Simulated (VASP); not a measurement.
A convergence study with VASP on ZnS (wurtzite): one setting is varied, all else stays as given below, so the limit is that of these other settings.

```xyz
4
Lattice="1.9100 -3.3082 0.0000 1.9100 3.3082 0.0000 0.0000 0.0000 6.2600" Properties=species:S:1:pos:R:3 pbc="T T T"
Zn     1.9100    -1.1027     3.1300
Zn     1.9100     1.1027     0.0000
S      1.9100    -1.1027     5.4775
S      1.9100     1.1027     2.3475
```

Method: PBE GGA, VASP's PBE PAW potentials (set 64) (plane waves; VASP). The tightest run used: 550 eV cut-off, 12×12×6 Monkhorst-Pack mesh, Gaussian smearing of 0.050 eV, potentials Zn S.

The reference is 12×12×6 mesh, which took about 2 core-minutes. Times come from single runs on busy shared machines, so they are rough: good to a factor of about 2.

Task: Of the settings 1×1×1 mesh; 2×2×1 mesh; 3×3×2 mesh; 4×4×2 mesh; 5×5×2 mesh; 6×6×3 mesh; 7×7×4 mesh; 8×8×4 mesh; 9×9×4 mesh; 10×10×5 mesh; 11×11×6 mesh; 12×12×6 mesh, which is the lowest that keeps the difference from the reference in the stress, largest component (GPa) within 0.5 from there on, and what does it cost?

Result: 4×4×2 mesh; its cost over the reference is about 1/10.
| setting | difference in the stress, largest component (GPa) | cost over the reference |
|---|---|---|
| 1×1×1 mesh | 36.68 | about 1/20 |
| 2×2×1 mesh | 4.84 | about 1/20 |
| 3×3×2 mesh | 1.35 | about 1/20 |
| 4×4×2 mesh | 0.07 | about 1/10 |
| 5×5×2 mesh | 0.12 | about 1/10 |
| 6×6×3 mesh | 0.02 | about 1/5 |
| 7×7×4 mesh | 0.01 | about 1/7 |
| 8×8×4 mesh | 0.00 | about 1/3 |
| 9×9×4 mesh | 0.00 | about 1/5 |
| 10×10×5 mesh | 0.00 | within a factor of 2 |
| 11×11×6 mesh | 0.00 | about 1/2 |
| 12×12×6 mesh | 0.00 | reference |

Left out are rungs that failed or repeat a setting and relaxations that didn't move; long series are thinned to 24 rows.

The compound is ZnS in the wurtzite structure, the high-temperature form. The cell was not relaxed at this level.
